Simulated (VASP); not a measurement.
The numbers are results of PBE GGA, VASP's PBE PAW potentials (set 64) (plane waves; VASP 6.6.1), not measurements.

The input files of a VASP run:

**POSCAR**
```
CdS
1
    2.1034150807    -3.6432216093     0.0000000000
    2.1034150807     3.6432216093     0.0000000000
    0.0000000000     0.0000000000     6.8323101019
Cd S
2 2
Direct
  0.6666670000   0.3333330000   0.5000025332
  0.3333330000   0.6666670000   0.0000025332
  0.6666670000   0.3333330000   0.8769974668
  0.3333330000   0.6666670000   0.3769974668
```

INCAR:
```
! general
SYSTEM =CdS
PREC   =Accurate
ENCUT  =520
LREAL  =.FALSE.
LASPH  =.TRUE.

! electronic loop
EDIFF  =1E-7
NELM   =100
ALGO   =Normal
LMAXMIX=4

! smearing
ISMEAR =-5

! functional
GGA    =PE

! ions
ISIF   =2

! output
LWAVE  =.FALSE.
LCHARG =.TRUE.
LORBIT =11
NEDOS  =601
```

### KPOINTS
```
Automatic mesh
0
Gamma
 7 7 4
0 0 0
```

POTCAR, in this order: Cd S (PBE.64 set). Program: vasp_std.

Output of the run:

**OSZICAR**
```
       N       E                     dE             d eps       ncg     rms          rms(c)
DAV:   1     0.249101869088E+03    0.24910E+03   -0.17682E+04  1056   0.149E+03
DAV:   2     0.124619612821E+01   -0.24786E+03   -0.24236E+03  1176   0.356E+02
DAV:   3    -0.132339230802E+02   -0.14480E+02   -0.14428E+02  1290   0.853E+01
DAV:   4    -0.134012382540E+02   -0.16732E+00   -0.16723E+00  1224   0.932E+00
DAV:   5    -0.134040549785E+02   -0.28167E-02   -0.28166E-02  1302   0.117E+00    0.106E+01
DAV:   6    -0.123189479252E+02    0.10851E+01   -0.26419E+00  1372   0.163E+01    0.843E+00
DAV:   7    -0.123029791132E+02    0.15969E-01   -0.77818E-01  1206   0.514E+00    0.398E+00
DAV:   8    -0.123011321663E+02    0.18469E-02   -0.10721E-01  1224   0.348E+00    0.501E-01
DAV:   9    -0.122989977786E+02    0.21344E-02   -0.21488E-02  1312   0.184E+00    0.147E-01
DAV:  10    -0.122992477348E+02   -0.24996E-03   -0.15969E-03  1190   0.412E-01    0.113E-01
DAV:  11    -0.122993800419E+02   -0.13231E-03   -0.26264E-04  1248   0.119E-01    0.101E-01
DAV:  12    -0.122994124242E+02   -0.32382E-04   -0.21473E-04  1200   0.927E-02    0.176E-02
DAV:  13    -0.122994117967E+02    0.62746E-06   -0.15700E-05  1260   0.305E-02    0.615E-03
DAV:  14    -0.122994131440E+02   -0.13472E-05   -0.16934E-06  1170   0.726E-03    0.820E-03
DAV:  15    -0.122994125630E+02    0.58100E-06   -0.11394E-06  1258   0.725E-03    0.302E-03
DAV:  16    -0.122994125164E+02    0.46559E-07   -0.19585E-07   946   0.260E-03
   1 F= -.12299413E+02 E0= -.12299413E+02  d E =0.000000E+00
```

### OUTCAR
```
------------------------ aborting loop because EDIFF is reached ----------------------------------------
  FORCE on cell =-STRESS in cart. coord.  units (eV):
  Direction    XX          YY          ZZ          XY          YZ          ZX
  --------------------------------------------------------------------------------------
  Total       -0.0196837     -0.0196837      0.0405515      0.0000000      0.0000000      0.0000000
  in kB       -0.3011688     -0.3011688      0.6204537      0.0000000      0.0000000      0.0000000
  external PRESSURE =       0.0060387 kB  Pullay stress =       0.0000000 kB
  volume of cell :      104.71
      direct lattice vectors                 reciprocal lattice vectors
     2.103415081 -3.643221609  0.000000000     0.237708669 -0.137241171  0.000000000
     2.103415081  3.643221609  0.000000000     0.237708669  0.137241171  0.000000000
     0.000000000  0.000000000  6.832310102     0.000000000  0.000000000  0.146363380
  FREE ENERGIE OF THE ION-ELECTRON SYSTEM (eV)
  ---------------------------------------------------
  free  energy   TOTEN  =       -12.2994125164 eV

  energy  without entropy=      -12.2994125164  energy(sigma->0) =      -12.29941252

 total charge

# of ion       s       p       d       tot
------------------------------------------
    1        0.415   0.295   9.565  10.275
    2        0.415   0.295   9.565  10.275
    3        1.325   2.381   0.000   3.706
    4        1.325   2.381   0.000   3.706
--------------------------------------------------
tot          3.480   5.354  19.129  27.963
```
(Selected blocks of OUTCAR.)

The compound is CdS in the wurtzite structure. It was relaxed first.
